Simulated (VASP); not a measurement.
Energy against volume of HfN (rock salt). Level of theory: optB86b-vdW, VASP's PBE PAW potentials (set 64) (plane waves; VASP 6.6.1). Numerical set-up: 520 eV cut-off, 14×14×14 Γ-centred mesh, first-order Methfessel-Paxton smearing of 0.10 eV, potentials Hf_pv N.

| V (Å³/atom) | E (eV/atom) |
|---|---|
| 10.822 | -9.16634 |
| 11.167 | -9.19770 |
| 11.512 | -9.20759 |
| 11.858 | -9.19918 |

Question: Fit these four points and predict the energy of the run at 12.203 Å³/atom.

Answer: A cubic in V^(−2/3), the third-order Birch-Murnaghan form, passes through the four points with V0 = 11.52 Å³/atom and B0 = 282 GPa, and gives -9.1752 eV/atom there. The run gave -9.1752 eV/atom, +0.1 meV/atom from the fit; all five points give B0 = 282 GPa.

The compound is HfN in the rock salt structure. It was relaxed first.
